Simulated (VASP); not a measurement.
Output of a VASP run:

### OSZICAR
```
       N       E                     dE             d eps       ncg     rms          rms(c)
DAV:   1    -0.527766018800E+03   -0.52777E+03   -0.22810E+01   372   0.125E+01    0.964E+00
DAV:   2    -0.527930295452E+03   -0.16428E+00   -0.69067E-01   428   0.139E+00    0.658E+00
DAV:   3    -0.527882645689E+03    0.47650E-01   -0.16737E-02   428   0.335E-01    0.382E+00
DAV:   4    -0.527862532752E+03    0.20113E-01   -0.14578E-02   428   0.216E-01    0.216E+00
DAV:   5    -0.527856600815E+03    0.59319E-02   -0.39344E-03   423   0.114E-01    0.120E+00
DAV:   6    -0.527854451319E+03    0.21495E-02   -0.83446E-04   396   0.671E-02    0.667E-01
DAV:   7    -0.527853722321E+03    0.72900E-03   -0.33274E-04   407   0.456E-02    0.369E-01
DAV:   8    -0.527853487768E+03    0.23455E-03   -0.10408E-04   412   0.255E-02    0.205E-01
DAV:   9    -0.527853415576E+03    0.72192E-04   -0.34582E-05   311   0.139E-02    0.113E-01
DAV:  10    -0.527853395791E+03    0.19785E-04   -0.13778E-05   228   0.889E-03    0.618E-02
DAV:  11    -0.527853392181E+03    0.36109E-05   -0.59396E-06   231   0.474E-03
   1 F= -.52785339E+03 E0= -.52785339E+03  d E =-.687437E-14
```

**OUTCAR**
```
------------------------ aborting loop because EDIFF is reached ----------------------------------------
  volume of cell :      866.68
      direct lattice vectors                 reciprocal lattice vectors
     4.868317893 -8.432173817  0.000000000     0.102704879 -0.059296690  0.000000000
     4.868317893  8.432173817  0.000000000     0.102704879  0.059296690  0.000000000
     0.000000000  0.000000000 10.556283981     0.000000000  0.000000000  0.094730305
  FREE ENERGIE OF THE ION-ELECTRON SYSTEM (eV)
  ---------------------------------------------------
  free  energy   TOTEN  =      -527.8533921806 eV

  energy  without entropy=     -527.8533921806  energy(sigma->0) =     -527.85339218

  exchange ACFDT corr.  =         0.00000000  see jH, gK, PRB 81, 115126
```
(Selected blocks of OUTCAR.)

File POSCAR:
```
Ga36N36
1
    4.8683178927    -8.4321738171     0.0000000000
    4.8683178927     8.4321738171     0.0000000000
    0.0000000000     0.0000000000    10.5562839806
Ga N
36 36
Direct
  0.2222220000   0.1111110000   0.2500000000
  0.1111110000   0.2222220000   0.0000000000
  0.2222220000   0.1111110000   0.7500000000
  0.1111110000   0.2222220000   0.5000000000
  0.2222220000   0.4444440000   0.2500000000
  0.1111110000   0.5555560000   0.0000000000
  0.2222220000   0.4444440000   0.7500000000
  0.1111110000   0.5555560000   0.5000000000
  0.2222220000   0.7777780000   0.2500000000
  0.1111110000   0.8888890000   0.0000000000
  0.2222220000   0.7777780000   0.7500000000
  0.1111110000   0.8888890000   0.5000000000
  0.5555560000   0.1111110000   0.2500000000
  0.4444440000   0.2222220000   0.0000000000
  0.5555560000   0.1111110000   0.7500000000
  0.4444440000   0.2222220000   0.5000000000
  0.5555560000   0.4444440000   0.2500000000
  0.4444440000   0.5555560000   0.0000000000
  0.5555560000   0.4444440000   0.7500000000
  0.4444440000   0.5555560000   0.5000000000
  0.5555560000   0.7777780000   0.2500000000
  0.4444440000   0.8888890000   0.0000000000
  0.5555560000   0.7777780000   0.7500000000
  0.4444440000   0.8888890000   0.5000000000
  0.8888890000   0.1111110000   0.2500000000
  0.7777780000   0.2222220000   0.0000000000
  0.8888890000   0.1111110000   0.7500000000
  0.7777780000   0.2222220000   0.5000000000
  0.8888890000   0.4444440000   0.2500000000
  0.7777780000   0.5555560000   0.0000000000
  0.8888890000   0.4444440000   0.7500000000
  0.7777780000   0.5555560000   0.5000000000
  0.8888890000   0.7777780000   0.2500000000
  0.7777780000   0.8888890000   0.0000000000
  0.8888890000   0.7777780000   0.7500000000
  0.7777780000   0.8888890000   0.5000000000
  0.2222220000   0.1111110000   0.4385000000
  0.1111110000   0.2222220000   0.1885000000
  0.2222220000   0.1111110000   0.9385000000
  0.1111110000   0.2222220000   0.6885000000
  0.2222220000   0.4444440000   0.4385000000
  0.1111110000   0.5555560000   0.1885000000
  0.2222220000   0.4444440000   0.9385000000
  0.1111110000   0.5555560000   0.6885000000
  0.2222220000   0.7777780000   0.4385000000
  0.1111110000   0.8888890000   0.1885000000
  0.2222220000   0.7777780000   0.9385000000
  0.1111110000   0.8888890000   0.6885000000
  0.5555560000   0.1111110000   0.4385000000
  0.4444440000   0.2222220000   0.1885000000
  0.5555560000   0.1111110000   0.9385000000
  0.4444440000   0.2222220000   0.6885000000
  0.5555560000   0.4444440000   0.4385000000
  0.4444440000   0.5555560000   0.1885000000
  0.5555560000   0.4444440000   0.9385000000
  0.4444440000   0.5555560000   0.6885000000
  0.5555560000   0.7777780000   0.4385000000
  0.4444440000   0.8888890000   0.1885000000
  0.5555560000   0.7777780000   0.9385000000
  0.4444440000   0.8888890000   0.6885000000
  0.8888890000   0.1111110000   0.4385000000
  0.7777780000   0.2222220000   0.1885000000
  0.8888890000   0.1111110000   0.9385000000
  0.7777780000   0.2222220000   0.6885000000
  0.8888890000   0.4444440000   0.4385000000
  0.7777780000   0.5555560000   0.1885000000
  0.8888890000   0.4444440000   0.9385000000
  0.7777780000   0.5555560000   0.6885000000
  0.8888890000   0.7777780000   0.4385000000
  0.7777780000   0.8888890000   0.1885000000
  0.8888890000   0.7777780000   0.9385000000
  0.7777780000   0.8888890000   0.6885000000
```

Question: Reconstruct the remaining input files.

Answer: Several could match; the one computed here: the input of the run itself, HSE06 screened hybrid, plane waves, VASP's PBE PAW potentials (set 64).

### KPOINTS
```
Automatic
0
gamma
 1 1 1
```

**INCAR**
```
# general
SYSTEM  =Ga36N36
PREC    =Normal
ENCUT   =400
LREAL   =Auto
LASPH   =.True.
ISYM    =3

# electronic loop
EDIFF   =1E-5
NELM    =50
NELMIN  =4
ALGO    =Normal
LMAXMIX =4

# smearing
ISMEAR  =0
SIGMA   =0.05

# functional
GGA     =PE
LHFCALC =.True.
AEXX    =0.25
HFSCREEN=0.2
PRECFOCK=Fast

# ions
ISIF    =0

# output
LWAVE   =.False.
LCHARG  =.False.
LVHAR   =.True.
```

POTCAR, in this order: Ga N (PBE.64 set). Program: vasp_gam. Read from the step before: WAVECAR.

The supercell is sampled at Γ alone, which is coarse: total energies, pressure and levels can be off, energies of defects by several tenths of an eV.

The cell is a supercell, built from GaN (wurtzite). The cell's shape comes from a PBE relaxation.
